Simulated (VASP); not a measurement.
Output of a VASP run:

**OSZICAR**
```
...
DAV:   4    -0.148241431345E+02    0.54495E-01   -0.18357E-01  8196   0.463E+00    0.139E+00
DAV:   5    -0.148260686280E+02   -0.19255E-02   -0.11438E-02  9332   0.826E-01    0.678E-01
DAV:   6    -0.148271448274E+02   -0.10762E-02   -0.26068E-03  7984   0.370E-01    0.589E-02
DAV:   7    -0.148271132251E+02    0.31602E-04   -0.15120E-04 10012   0.982E-02    0.456E-02
DAV:   8    -0.148271120401E+02    0.11850E-05   -0.84390E-06  7568   0.275E-02    0.206E-02
DAV:   9    -0.148271124651E+02   -0.42503E-06   -0.31001E-07  4176   0.530E-03
   3 F= -.14827112E+02 E0= -.14827176E+02  d E =-.195371E+00
       N       E                     dE             d eps       ncg     rms          rms(c)
DAV:   1    -0.163953038313E+02   -0.15682E+01   -0.34001E+01  7328   0.599E+01    0.820E+00
DAV:   2    -0.152134713986E+02    0.11818E+01   -0.52356E+00  7372   0.236E+01    0.416E+00
DAV:   3    -0.149536417185E+02    0.25983E+00   -0.67830E-01  7248   0.970E+00    0.142E+00
DAV:   4    -0.149150104658E+02    0.38631E-01   -0.12090E-01 10636   0.290E+00    0.544E-01
DAV:   5    -0.149147789355E+02    0.23153E-03   -0.38086E-03  7356   0.700E-01    0.310E-01
DAV:   6    -0.149149562583E+02   -0.17732E-03   -0.96076E-04  8496   0.231E-01    0.106E-01
DAV:   7    -0.149149587337E+02   -0.24755E-05   -0.57006E-05  7608   0.846E-02    0.276E-02
DAV:   8    -0.149149610868E+02   -0.23531E-05   -0.34757E-06  8876   0.159E-02    0.825E-03
DAV:   9    -0.149149607962E+02    0.29065E-06   -0.25421E-07  3788   0.526E-03
   4 F= -.14914961E+02 E0= -.14914790E+02  d E =-.878483E-01
       N       E                     dE             d eps       ncg     rms          rms(c)
DAV:   1    -0.149149611569E+02   -0.70116E-07   -0.38592E-06  6516   0.205E-02    0.267E-03
DAV:   2    -0.149149610445E+02    0.11249E-06   -0.54263E-07  3628   0.862E-03
   5 F= -.14914961E+02 E0= -.14914790E+02  d E =-.878486E-01
       N       E                     dE             d eps       ncg     rms          rms(c)
DAV:   1    -0.149462536272E+02   -0.31292E-01   -0.59080E-01  7000   0.969E+00    0.148E+00
DAV:   2    -0.149215499356E+02    0.24704E-01   -0.14618E-01  7308   0.469E+00    0.544E-01
DAV:   3    -0.149156701146E+02    0.58798E-02   -0.14789E-02  7304   0.131E+00    0.155E-01
DAV:   4    -0.149152473440E+02    0.42277E-03   -0.20237E-03  8528   0.457E-01    0.907E-02
DAV:   5    -0.149152727217E+02   -0.25378E-04   -0.89442E-05  7876   0.873E-02    0.413E-02
DAV:   6    -0.149152760828E+02   -0.33611E-05   -0.31461E-05  8356   0.390E-02    0.834E-03
DAV:   7    -0.149152760187E+02    0.64090E-07   -0.13621E-06  6600   0.977E-03
   6 F= -.14915276E+02 E0= -.14914976E+02  d E =-.314974E-03
       N       E                     dE             d eps       ncg     rms          rms(c)
DAV:   1    -0.149204143842E+02   -0.51383E-02   -0.91873E-02  7020   0.381E+00    0.608E-01
DAV:   2    -0.149165719348E+02    0.38424E-02   -0.23548E-02  7276   0.187E+00    0.235E-01
DAV:   3    -0.149155671793E+02    0.10048E-02   -0.25332E-03  7284   0.552E-01    0.595E-02
DAV:   4    -0.149155127886E+02    0.54391E-04   -0.27108E-04  8564   0.173E-01    0.386E-02
DAV:   5    -0.149155203315E+02   -0.75428E-05   -0.14614E-05  8424   0.320E-02    0.138E-02
DAV:   6    -0.149155218545E+02   -0.15230E-05   -0.25844E-06  7916   0.119E-02    0.305E-03
DAV:   7    -0.149155218368E+02    0.17604E-07   -0.12709E-07  3548   0.317E-03
   7 F= -.14915522E+02 E0= -.14915261E+02  d E =-.560792E-03
```

### OUTCAR
```
------------------------ aborting loop because EDIFF is reached ----------------------------------------
  FORCE on cell =-STRESS in cart. coord.  units (eV):
  Direction    XX          YY          ZZ          XY          YZ          ZX
  --------------------------------------------------------------------------------------
  Total       -0.0044222     -0.0044222     -0.0196244     -0.0000000      0.0000000      0.0000000
  in kB       -0.2578120     -0.2578120     -1.1440997     -0.0000000      0.0000000      0.0000000
  external PRESSURE =      -0.5532412 kB  Pullay stress =       0.0000000 kB
  volume of cell :       27.48
      direct lattice vectors                 reciprocal lattice vectors
     1.419503883  0.819550988  3.937115781     0.352235740  0.203363389  0.084664346
    -1.419503883  0.819550988  3.937115781    -0.352235740  0.203363389  0.084664346
    -0.000000000 -1.639101975  3.937115781     0.000000000 -0.406726779  0.084664346
 POSITION                                       TOTAL-FORCE (eV/Angst)
 -----------------------------------------------------------------------------------
      0.00000      0.00000      0.00000         0.000000      0.000000     -0.000000
     -0.00000      0.00000      5.90567        -0.000000     -0.000000      0.000000
 -----------------------------------------------------------------------------------
    total drift:                               -0.000000      0.000000      0.000000
  FREE ENERGIE OF THE ION-ELECTRON SYSTEM (eV)
  ---------------------------------------------------
  free  energy   TOTEN  =       -14.9155218368 eV

  energy  without entropy=      -14.9147383580  energy(sigma->0) =      -14.91526068

 reached required accuracy - stopping structural energy minimisation
```
(Selected blocks of OUTCAR.)

POSCAR:
```
AlRu
1
    1.3248560000     0.7649060000     4.2329980000
   -1.3248560000     0.7649060000     4.2329980000
    0.0000000000    -1.5298120000     4.2329980000
Al Ru
1 1
Direct
  0.0000000000   0.0000000000   0.0000000000
  0.5000000000   0.5000000000   0.5000000000
```

Task: Write an INCAR and KPOINTS that could have produced this output.

Result: One answer among several that fit: the input of the run itself, PBEsol GGA, plane waves, VASP's PBE PAW potentials (set 64).

INCAR:
```
! general
SYSTEM =AlRu
PREC   =Accurate
ENCUT  =400   ! plane-wave cut-off (eV)
LREAL  =.FALSE.
LASPH  =.TRUE.

! electronic loop
EDIFF  =1E-6   ! SCF stop (eV)
NELM   =100
ALGO   =Normal   ! blocked Davidson
LMAXMIX=4

! smearing
ISMEAR =1   ! Methfessel-Paxton
SIGMA  =0.1   ! width (eV)

! functional
GGA    =PS   ! PBEsol

! ions
IBRION =2
NSW    =60   ! most ionic steps
ISIF   =3
EDIFFG =-0.01   ! ionic stop

! output
LWAVE  =.FALSE.
LCHARG =.FALSE.
```

KPOINTS:
```
kpoints
0
G
14 14 14
```

POTCAR, in this order: Al Ru_pv (PBE.64 set). Program: vasp_std.

Energy and stress use the plane-wave basis of the starting cell.

The structure was generated: AlRu was put into the CuPt type (R-3m), which need not be its known phase. This run relaxes it. Symmetry was kept, so distortions that lower it aren't found. The electron count is odd and the run is not spin-polarised, which forces a metal.
